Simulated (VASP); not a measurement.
Computed with PBEsol GGA, VASP's PBE PAW potentials (set 64) (plane waves; VASP).

The input files of a VASP run:

File POSCAR:
```
CdSe
1
    0.0000000000     3.0493920000     3.0493920000
    3.0493920000     0.0000000000     3.0493920000
    3.0493920000     3.0493920000     0.0000000000
Cd Se
1 1
Direct
  0.0000000000   0.0000000000   0.0000000000
  0.7500000000   0.7500000000   0.7500000000
```

### INCAR
```
SYSTEM = CdSe
PREC = Accurate; ENCUT = 420; LREAL = .FALSE.
LASPH = .TRUE.
EDIFF = 1E-09; NELM = 100; ALGO = Normal
LMAXMIX = 4
ISMEAR = 0; SIGMA = 0.01
GGA = PS
ISIF = 2
LWAVE = .FALSE.; LCHARG = .FALSE.
```

### KPOINTS
```
Automatic mesh
0
Gamma
7 7 7
0 0 0
```

POTCAR, in this order: Cd Se (PBE.64 set). Program: vasp_std.

Question: What will the output report for the number of irreducible k-points (NKPTS), largest plane-wave count, number of space-group operations, FFT grid (NGX, NGY, NGZ)?

Answer: 
number of irreducible k-points (NKPTS): 20
largest plane-wave count: 1117
number of space-group operations: 24
FFT grid (NGX, NGY, NGZ): 30 × 30 × 30

The structure comes from a computed database's CdSe entry; how it stands against other phases isn't given here. The cell was not relaxed at this level. The run is one of a series of settings (EDIFF = 1E-09, ENCUT = 420, KPOINTS 7×7×7 Γ-centred mesh against the base run), some of them coarse on purpose.
